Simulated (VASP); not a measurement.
Runs of VASP 6.6.1 on Ir. The structure is cubic, space group Fm-3m (No. 225). Conventional cell: a = 3.854 Å, b = 3.854 Å, c = 3.854 Å, α = 90.00°, β = 90.00°, γ = 90.00°. Ir (site symmetry m-3m) is surrounded by 12 Ir at 2.73 Å. 

| task | level | potentials or basis | cell | cutoff (eV) | gap on the mesh (eV) | pressure (GPa) | relaxed volume (Å³/atom) |
| --- | --- | --- | --- | --- | --- | --- | --- |
| relaxation of cell and atoms | LDA | VASP PAW LDA potentials, release 64 (Ir) | relaxed | 600 | none | 0.0 | 13.93 |
| relaxation of cell and atoms | PBE+D3(BJ) | VASP PAW PBE potentials, release 64 (Ir) | relaxed | 600 | none | 0.0 | (a) |
| single point | PBEsol | VASP PAW PBE potentials, release 64 (Ir) | as given | 520 | none | -6.0 | - |
| relaxation of cell and atoms | PBEsol | VASP PAW PBE potentials, release 64 (Ir) | relaxed | 580 | none | 0.0 | 14.09 |
| relaxation of cell and atoms | PBE | VASP PAW PBE potentials, release 64 (Ir) | relaxed | 600 | none | 0.0 | (b) |

Alike in all rows: no spin polarisation; k mesh 18 × 18 × 18; smearing gaussian 0.1 eV.

Problem. Fill in the values left out.

Solution. (a) 14.19; (b) 14.52.

Caveats: the PAW data sets were made with another functional, which shifts forces and pressure a little (some runs); pairwise dispersion overbinds metals, which lowers pressure and volume (some runs).

A k mesh can miss the band edges, and the runs leave out spin-orbit coupling on Ir.

A gap of «none» marks a metal or a gap under the smearing width.

Not every run made on this cell is shown here.
